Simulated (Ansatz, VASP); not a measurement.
# C (Diamond): VASP beside Ansatz, part 2 of 2

One calculation is typed for both programs; each brings its own data sets. How far apart do they land? The cell is taken from a series of runs on this material, whose earlier steps may have relaxed, scaled, displaced or heated it; both programs get it as it stands.

VASP 6.6.1 and Ansatz 0.2.0.

So far: The starting structure; Ansatz: dielectric response, LDA.

### 3. VASP: dielectric response, LDA

Level of this step: LDA; plane waves and PAW (C) (VASP).

The same cell, functional (in two slightly different forms) and mesh now go to VASP, with its own data sets.

Lines of VASP's logs that name or quote its potential files are left out, and so is its time.

INCAR reads:

```
SYSTEM = C
PREC = Accurate
ENCUT = 520
EDIFF = 1E-08
NELM = 120
ISMEAR = 0
SIGMA = 0.01
LREAL = .FALSE.
ALGO = Normal
GGA = PW92
NBANDS = 10
LORBIT = 11
LWAVE = .FALSE.
LCHARG = .FALSE.
ISIF = 2
LEPSILON = .TRUE.
LASPH = .TRUE.
GGA_COMPAT = .FALSE.
```

POSCAR reads:

```
C
1.0
    0.0000000000      1.7833700000      1.7833700000
    1.7833700000      0.0000000000      1.7833700000
    1.7833700000      1.7833700000      0.0000000000
C
2
Direct
    0.0000000000      0.0000000000      1.0000000000
    0.2500000000      0.2500000000      0.2500000000
```

KPOINTS reads:

```
Automatic mesh
0
Gamma
10 10 10
0 0 0
```

PAW data sets: C (LDA family, release 64).

On the command line:

```
> mpirun -np 1 vasp_std
```

Numbers of over 12 decimals in the logs are rounded to 6 here.

The log of the run:

```text
[banner, memory and clock lines left out]
running    1 mpi-ranks, on    1 nodes
 distrk:  each k-point on    1 cores,    1 groups
 distr:  one band on    1 cores,    1 groups

 POSCAR found type information on POSCAR C
 POSCAR found :  1 types and       2 ions
|                                                                             |
|               ----> ADVICE to this user running VASP <----                  |
|                                                                             |
|     You enforced a specific xc type in the INCAR file but a different       |
|     [... a line on the potential file left out ...]
|     I HOPE YOU KNOW WHAT YOU ARE DOING!                                     |
|                                                                             |

 LDA part: xc-table for (Slater(with rela. corr.)+PW92), standard interpolation
 POSCAR, INCAR and KPOINTS ok, starting setup
 FFT: planning ... GRIDC
 FFT: planning ... GRID_SOFT
 FFT: planning ... GRID
 WAVECAR not read
 entering main loop
       N       E                     dE             d eps       ncg     rms          rms(c)
DAV:   1    -0.372400058963E+01   -0.37240E+01   -0.49844E+03   980   0.798E+02
DAV:   2    -0.207268706556E+02   -0.17003E+02   -0.16427E+02  1292   0.118E+02
DAV:   3    -0.210633127871E+02   -0.33644E+00   -0.33553E+00  1092   0.130E+01
DAV:   4    -0.210640693665E+02   -0.75658E-03   -0.75655E-03  1056   0.753E-01
DAV:   5    -0.210640705149E+02   -0.11485E-05   -0.11485E-05  1074   0.274E-02    0.570E+00
DAV:   6    -0.204685198188E+02    0.59555E+00   -0.34061E-01   976   0.429E+00    0.331E+00
DAV:   7    -0.202604279038E+02    0.20809E+00   -0.40180E-01  1010   0.467E+00    0.717E-01
DAV:   8    -0.202601994258E+02    0.22848E-03   -0.85478E-03   996   0.824E-01    0.258E-02
DAV:   9    -0.202601889154E+02    0.10510E-04   -0.31775E-05  1036   0.475E-02    0.193E-02
DAV:  10    -0.202601904370E+02   -0.15216E-05   -0.17738E-06  1028   0.118E-02    0.446E-03
DAV:  11    -0.202601903743E+02    0.62751E-07   -0.62293E-08  1096   0.203E-03    0.761E-04
DAV:  12    -0.202601903669E+02    0.73552E-08   -0.15396E-09   550   0.387E-04
   1 F= -.20260190E+02 E0= -.20260190E+02  d E =0.000000E+00
 Linear response reoptimize wavefunctions to high precision
DAV:   1    -0.202601903655E+02    0.14717E-08   -0.96542E-11   620   0.103E-04
DAV:   2    -0.202601903655E+02   -0.50022E-11   -0.38355E-12   494   0.217E-05
 Linear response G [H, r] |phi>, progress :
  Direction:   1
       N       E                     dE             d eps       ncg     rms
RMM:   1    -0.323654793825E+02   -0.32365E+02    0.18756E-01  2181   0.438E+01
RMM:   2    -0.323923318452E+02   -0.26852E-01   -0.10710E+00  1488   0.893E+00
RMM:   3    -0.324021963886E+02   -0.98645E-02   -0.41235E-03  1559   0.544E-01
RMM:   4    -0.324022680368E+02   -0.71648E-04   -0.33001E-05  1633   0.443E-02
RMM:   5    -0.324022688162E+02   -0.77943E-06   -0.30670E-07  1626   0.425E-03
RMM:   6    -0.324022688400E+02   -0.23771E-07   -0.92912E-08  1512   0.495E-04
RMM:   7    -0.324022688416E+02   -0.16037E-08    0.85869E-07  1256   0.125E-04
RMM:   8    -0.324022688261E+02    0.15523E-07    0.12292E-07  1208   0.950E-05
RMM:   9    -0.324022688324E+02   -0.63253E-08    0.27713E-07  1103   0.939E-05
RMM:  10    -0.324022688252E+02    0.71807E-08    0.41610E-07   910   0.940E-05
RMM:  11    -0.324022688332E+02   -0.79105E-08    0.70996E-07   698   0.941E-05
 Linear response G [H, r] |phi>, progress :
  Direction:   2
       N       E                     dE             d eps       ncg     rms
RMM:   1    -0.362497197889E+02   -0.36250E+02   -0.58876E+01  2179   0.419E+01
RMM:   2    -0.329081562323E+02    0.33416E+01   -0.75758E-01  1492   0.768E+00
RMM:   3    -0.329111669106E+02   -0.30107E-02   -0.33587E-03  1563   0.455E-01
RMM:   4    -0.329111631382E+02    0.37723E-05   -0.26705E-05  1638   0.388E-02
RMM:   5    -0.329111632579E+02   -0.11968E-06   -0.13484E-07  1629   0.348E-03
RMM:   6    -0.329111632676E+02   -0.96687E-08    0.78763E-08  1527   0.393E-04
 Linear response G [H, r] |phi>, progress :
  Direction:   3
       N       E                     dE             d eps       ncg     rms
RMM:   1    -0.188851171343E+02   -0.18885E+02    0.81906E+01  2073   0.406E+01
RMM:   2    -0.224205983153E+02   -0.35355E+01   -0.88726E-01  1468   0.772E+00
RMM:   3    -0.224268845004E+02   -0.62862E-02   -0.56743E-03  1581   0.482E-01
RMM:   4    -0.224268666237E+02    0.17877E-04   -0.63237E-05  1612   0.403E-02
RMM:   5    -0.224268660892E+02    0.53441E-06   -0.97372E-07  1578   0.399E-03
RMM:   6    -0.224268660699E+02    0.19387E-07   -0.82533E-08  1443   0.473E-04
RMM:   7    -0.224268660773E+02   -0.74178E-08   -0.27658E-07  1141   0.119E-04
RMM:   8    -0.224268660753E+02    0.19386E-08   -0.11054E-06  1060   0.867E-05
RMM:   9    -0.224268660753E+02    0.37616E-10   -0.38221E-07   951   0.845E-05
RMM:  10    -0.224268660751E+02    0.22960E-09    0.12050E-07   768   0.848E-05
RMM:  11    -0.224268660753E+02   -0.24948E-09    0.56859E-07   606   0.852E-05
 Linear response to external field (no local field effect), progress :
  Direction:   1
       N       E                     dE             d eps       ncg     rms          rms(c)
RMM:   1    -0.183584796163E+00   -0.18358E+00   -0.67499E-01  2050   0.229E+00
RMM:   2    -0.188108702166E+00   -0.45239E-02   -0.11548E-03  1495   0.282E-01
RMM:   3    -0.188113572828E+00   -0.48707E-05   -0.37138E-06  1504   0.120E-02
RMM:   4    -0.188113596340E+00   -0.23512E-07   -0.16516E-08  1474   0.838E-04
RMM:   5    -0.188113596443E+00   -0.10328E-09   -0.20390E-10  1107   0.551E-05
 change of polarisation eV/A/(eV/A) component  1 :     0.376     0.169     0.048
 dielectric tensor                  component  1 :     7.002     2.695     0.772
 Linear response to external field (no local field effect), progress :
  Direction:   2
       N       E                     dE             d eps       ncg     rms          rms(c)
RMM:   1    -0.181443629939E+00   -0.18144E+00   -0.65443E-01  2052   0.231E+00
RMM:   2    -0.185961898318E+00   -0.45183E-02   -0.11358E-03  1507   0.284E-01
RMM:   3    -0.185966576371E+00   -0.46781E-05   -0.37453E-06  1496   0.120E-02
RMM:   4    -0.185966600635E+00   -0.24264E-07   -0.16842E-08  1480   0.877E-04
RMM:   5    -0.185966600729E+00   -0.94484E-10   -0.93548E-11  1111   0.555E-05
 change of polarisation eV/A/(eV/A) component  2 :     0.169     0.372    -0.062
 dielectric tensor                  component  2 :     2.695     6.933    -0.987
 Linear response to external field (no local field effect), progress :
  Direction:   3
       N       E                     dE             d eps       ncg     rms          rms(c)
RMM:   1    -0.926741308759E-01   -0.92674E-01   -0.33319E-01  2009   0.171E+00
RMM:   2    -0.951981145406E-01   -0.25240E-02   -0.55953E-04  1476   0.196E-01
RMM:   3    -0.952004074399E-01   -0.22929E-05   -0.17383E-06  1508   0.875E-03
RMM:   4    -0.952004171645E-01   -0.97246E-08   -0.69196E-09  1481   0.633E-04
 change of polarisation eV/A/(eV/A) component  3 :     0.048    -0.062     0.190
 dielectric tensor                  component  3 :     0.772    -0.987     4.037
 Linear response to external field, progress :
  Direction:   1
       N       E                     dE             d eps       ncg     rms          rms(c)
RMM:   1    -0.152626511453E+00   -0.15263E+00   -0.55479E-01  4432   0.210E+00
RMM:   2    -0.156422927165E+00   -0.37964E-02   -0.94709E-04  3217   0.254E-01    0.711E-01
RMM:   3    -0.154109041107E+00    0.23139E-02   -0.75915E-04  3198   0.211E-01    0.415E-01
RMM:   4    -0.159353825726E+00   -0.52448E-02   -0.11297E-03  3203   0.260E-01    0.321E-02
RMM:   5    -0.159750600570E+00   -0.39677E-03   -0.11741E-05  3286   0.268E-02    0.292E-03
RMM:   6    -0.159765772128E+00   -0.15172E-04   -0.40206E-08  3412   0.176E-03    0.156E-03
RMM:   7    -0.159769332146E+00   -0.35600E-05   -0.65471E-09  3400   0.760E-04    0.106E-04
RMM:   8    -0.159769950445E+00   -0.61830E-06   -0.97826E-11  2771   0.648E-05    0.271E-05
RMM:   9    -0.159769827380E+00    0.12306E-06   -0.47784E-11  1422   0.201E-05    0.222E-06
 change of polarisation eV/A/(eV/A) component  1 :     0.302     0.105     0.031
 dielectric tensor                  component  1 :     5.811     1.681     0.500
 Linear response to external field, progress :
  Direction:   2
       N       E                     dE             d eps       ncg     rms          rms(c)
RMM:   1    -0.152537073160E+00   -0.15254E+00   -0.55390E-01  4440   0.210E+00
RMM:   2    -0.156422895871E+00   -0.38858E-02   -0.95134E-04  3218   0.254E-01    0.711E-01
RMM:   3    -0.154110516354E+00    0.23124E-02   -0.75158E-04  3190   0.211E-01    0.415E-01
RMM:   4    -0.159354467095E+00   -0.52440E-02   -0.11206E-03  3201   0.260E-01    0.321E-02
RMM:   5    -0.159750265155E+00   -0.39580E-03   -0.11694E-05  3280   0.268E-02    0.292E-03
RMM:   6    -0.159765732307E+00   -0.15467E-04   -0.38326E-08  3406   0.174E-03    0.157E-03
RMM:   7    -0.159769262117E+00   -0.35298E-05   -0.63589E-09  3396   0.755E-04    0.105E-04
RMM:   8    -0.159769901086E+00   -0.63897E-06   -0.43158E-11  2719   0.617E-05    0.269E-05
RMM:   9    -0.159769765674E+00    0.13541E-06   -0.97969E-14  1435   0.205E-05    0.222E-06
 change of polarisation eV/A/(eV/A) component  2 :     0.088     0.302    -0.010
 dielectric tensor                  component  2 :     1.406     5.811    -0.162
 Linear response to external field, progress :
  Direction:   3
       N       E                     dE             d eps       ncg     rms          rms(c)
RMM:   1    -0.152538945682E+00   -0.15254E+00   -0.55392E-01  4440   0.210E+00
RMM:   2    -0.156422873882E+00   -0.38839E-02   -0.95180E-04  3216   0.254E-01    0.711E-01
RMM:   3    -0.154110519390E+00    0.23124E-02   -0.75512E-04  3191   0.211E-01    0.415E-01
RMM:   4    -0.159354291249E+00   -0.52438E-02   -0.11248E-03  3205   0.260E-01    0.321E-02
RMM:   5    -0.159750290024E+00   -0.39600E-03   -0.11708E-05  3280   0.268E-02    0.292E-03
RMM:   6    -0.159765738010E+00   -0.15448E-04   -0.38885E-08  3409   0.175E-03    0.156E-03
RMM:   7    -0.159769266278E+00   -0.35283E-05   -0.63912E-09  3389   0.756E-04    0.105E-04
RMM:   8    -0.159769903345E+00   -0.63707E-06   -0.40083E-11  2745   0.628E-05    0.270E-05
RMM:   9    -0.159769770968E+00    0.13238E-06   -0.88558E-14  1446   0.202E-05    0.221E-06
 change of polarisation eV/A/(eV/A) component  3 :     0.011     0.063     0.302
 dielectric tensor                  component  3 :     0.172     1.003     5.811
 Born effective charges drift removed
```

From OUTCAR (step 3):

```text
ion  position               nearest neighbor table
   1  0.000  0.000  0.000-   2 1.54   2 1.54   2 1.54   2 1.54
   2  0.250  0.250  0.250-   1 1.54   1 1.54   1 1.54   1 1.54

  LATTYP: Found a face centered cubic cell.
 ALAT       =     3.5667400000

 Subroutine GETGRP returns: Found 48 space group operations
 (whereof 24 operations were pure point group operations)

The static configuration has the point symmetry T_d .
 The point group associated with its full space group is O_h .

 Found     47 irreducible k-points:

   k-points           NKPTS =     47   k-points in BZ     NKDIM =     47   number of bands    NBANDS=     10

   dimension x,y,z NGX =    20 NGY =   20 NGZ =   20
   dimension x,y,z NGXF=    40 NGYF=   40 NGZF=   40

   ENCUT  =  520.0 eV  38.22 Ry    6.18 a.u.   4.69  4.69  4.69*2*pi/ulx,y,z

   NELECT =       8.0000    total number of electrons

 k-points in reciprocal lattice and weights: Automatic mesh
   0.00000000  0.00000000  0.00000000       0.001
   0.10000000  0.00000000  0.00000000       0.008
   0.20000000  0.00000000  0.00000000       0.008
   0.30000000  0.00000000  0.00000000       0.008
   0.40000000  0.00000000  0.00000000       0.008
   0.50000000  0.00000000  0.00000000       0.004
   0.10000000  0.10000000  0.00000000       0.006
   0.20000000  0.10000000  0.00000000       0.024
   0.30000000  0.10000000  0.00000000       0.024
[...]
-0.30000000  0.40000000  0.20000000       0.024
  -0.30000000  0.50000000  0.20000000       0.012

 average (electrostatic) potential at core
       1 -49.5156       2 -49.5156

  Total       -0.8753069     -0.8753069     -0.8753069     -0.0000000      0.0000000     -0.0000000
  in kB     -123.6279270   -123.6279270   -123.6279270     -0.0000000      0.0000000     -0.0000000
  external PRESSURE =    -123.6279270 kB  Pullay stress =       0.0000000 kB

  energy-cutoff  :      520.00
  volume of cell :       11.34
      direct lattice vectors                 reciprocal lattice vectors
     0.000000000  1.783370000  1.783370000    -0.280368067  0.280368067  0.280368067
     1.783370000  0.000000000  1.783370000     0.280368067 -0.280368067  0.280368067
     1.783370000  1.783370000  0.000000000     0.280368067  0.280368067 -0.280368067

 POSITION                                       TOTAL-FORCE (eV/Angst)
 -----------------------------------------------------------------------------------
      0.00000      0.00000      0.00000         0.000000      0.000000      0.000000
      0.89168      0.89168      0.89168        -0.000000     -0.000000     -0.000000
 -----------------------------------------------------------------------------------
    total drift:                                0.000000      0.000000      0.000000

 MACROSCOPIC STATIC DIELECTRIC TENSOR (including local field effects in DFT)
 ------------------------------------------------------
           5.811219     0.000000    -0.000000
           0.000000     5.811219    -0.000000
           0.000000    -0.000000     5.811219
 ------------------------------------------------------

 PIEZOELECTRIC TENSOR (including local field effects)  for field in x, y, z        (C/m^2)
          XX          YY          ZZ          XY          YZ          ZX
  --------------------------------------------------------------------------------
  x     0.00000    -0.00000    -0.00000     0.00000     0.00000    -0.00000
  y    -0.00000    -0.00000     0.00000    -0.00000    -0.00000     0.00000
  z     0.00000     0.00000     0.00000     0.00000    -0.00000     0.00000

 BORN EFFECTIVE CHARGES (including local field effects) (in |e|, cummulative output)
 ---------------------------------------------------------------------------------
 ion    1
    1    -0.00000     0.00000     0.00000
    2     0.00000    -0.00000     0.00000
    3    -0.00000     0.00000    -0.00000
 ion    2
    1     0.00000     0.00000     0.00000
    2     0.00000     0.00000     0.00000
    3     0.00000    -0.00000     0.00000
```

### 4. Comparison

Known differences besides the potentials themselves: fixed occupations in Ansatz, narrow Gaussian smearing in VASP; VASP's response is taken on the typed mesh, Ansatz refines its own for the field response alone; the cutoff is 420 eV in Ansatz and 520 eV in VASP; VASP's log shows a relativistic correction to its local exchange, Ansatz's none. Total energies have different zeros and are not compared.

Compared:

```
quantity  Ansatz  VASP  difference
   ε∞ xx    5.81  5.81     -0.05 %
   ε∞ yy    5.81  5.81     -0.05 %
   ε∞ zz    5.81  5.81     -0.05 %
```

### 5. Outcome

```json
{"difference in ε∞ xx (dielectric response, LDA)": "-0.050 %"}
```

In words: The difference in ε∞ xx is -0.050 % (dielectric response, LDA), within the 5 % picked in this series as the mark of a large difference. How closely two codes agree says nothing of how well the functional describes the real material.

[Lines on the potential files, build, host, timing and source positions are cut from VASP's logs without a mark.]

[Logs are printed without paths, hosts, clocks, repeated set-up lines and the standing remarks that a program may print on its own settings, such as how far it seeks lower states.]

[Hosts, paths, dates, database ids (printed as entryN), source tags and the programs' standing remarks are cut or masked in the printed files.]
